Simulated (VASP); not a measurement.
A convergence study with VASP on SnTe (rock salt): a few settings are varied, all else stays as given below, so the limit is that of these other settings. The cell's lengths are 1 % over those of the tabulated start and one atom is moved, so it is off equilibrium.

```yaml
crystal:
  lattice:
    - [0.00000, 3.19160, 3.19160]
    - [3.19160, 0.00000, 3.19160]
    - [3.19160, 3.19160, 0.00000]
  atoms:
    - { symbol: Sn, position: [0.00000, 0.00000, 0.00000] }
    - { symbol: Te, position: [0.49051, 0.50949, 0.50949] }
```

Method: PBEsol GGA, VASP's PBE PAW potentials (set 64) (plane waves; VASP). The last row used: 550 eV cut-off, 6×6×6 Γ-centred mesh, Gaussian smearing of 0.050 eV, potentials Sn_d Te.

| setting | E (eV/atom) | pressure (GPa) | largest force (eV/Å) | electronic steps |
|---|---|---|---|---|
| ALGO = Normal, EDIFF = 1E-2 | -4.1626 | 0.87 | 0.052 | 7 |
| ALGO = Normal, EDIFF = 1E-3 | -4.1623 | -1.95 | 0.052 | 8 |
| ALGO = Normal, EDIFF = 1E-4 | -4.1624 | -1.64 | 0.054 | 9 |
| ALGO = Normal, EDIFF = 1E-5 | -4.1624 | -1.78 | 0.053 | 10 |
| ALGO = Normal, EDIFF = 1E-6 | -4.1624 | -1.90 | 0.053 | 12 |
| ALGO = Normal, EDIFF = 1E-7 | -4.1624 | -1.89 | 0.053 | 14 |
| ALGO = Normal, EDIFF = 1E-8 | -4.1624 | -1.89 | 0.053 | 16 |
| ALGO = Normal, EDIFF = 1E-9 | -4.1624 | -1.89 | 0.053 | 18 |
| ALGO = Fast, EDIFF = 1E-2 | -4.1629 | 1.00 | 0.063 | 7 |
| ALGO = Fast, EDIFF = 1E-3 | -4.1624 | -1.41 | 0.056 | 9 |
| ALGO = Fast, EDIFF = 1E-4 | -4.1624 | -1.85 | 0.054 | 10 |
| ALGO = Fast, EDIFF = 1E-5 | -4.1624 | -1.86 | 0.054 | 11 |
| ALGO = Fast, EDIFF = 1E-6 | -4.1624 | -1.91 | 0.054 | 12 |
| ALGO = Fast, EDIFF = 1E-7 | -4.1624 | -1.89 | 0.053 | 14 |
| ALGO = Fast, EDIFF = 1E-8 | -4.1624 | -1.89 | 0.053 | 16 |
| ALGO = Fast, EDIFF = 1E-9 | -4.1624 | -1.89 | 0.053 | 22 |
| ALGO = All, EDIFF = 1E-2 | -4.1619 | -1.26 | 0.053 | 9 |
| ALGO = All, EDIFF = 1E-3 | -4.1622 | -1.84 | 0.054 | 10 |
| ALGO = All, EDIFF = 1E-4 | -4.1624 | -1.86 | 0.054 | 12 |
| ALGO = All, EDIFF = 1E-5 | -4.1624 | -1.88 | 0.054 | 13 |
| ALGO = All, EDIFF = 1E-6 | -4.1624 | -1.87 | 0.054 | 16 |
| ALGO = All, EDIFF = 1E-7 | -4.1624 | -1.89 | 0.053 | 20 |
| ALGO = All, EDIFF = 1E-8 | -4.1624 | -1.89 | 0.053 | 20 |
| ALGO = All, EDIFF = 1E-9 | -4.1624 | -1.89 | 0.053 | 25 |

Left out are rungs that failed or repeat a setting and relaxations that didn't move; long series are thinned to 24 rows.

The compound is SnTe in the rock salt structure, which distorts at low temperature. The cell was not relaxed at this level, it is distorted from the ideal structure.
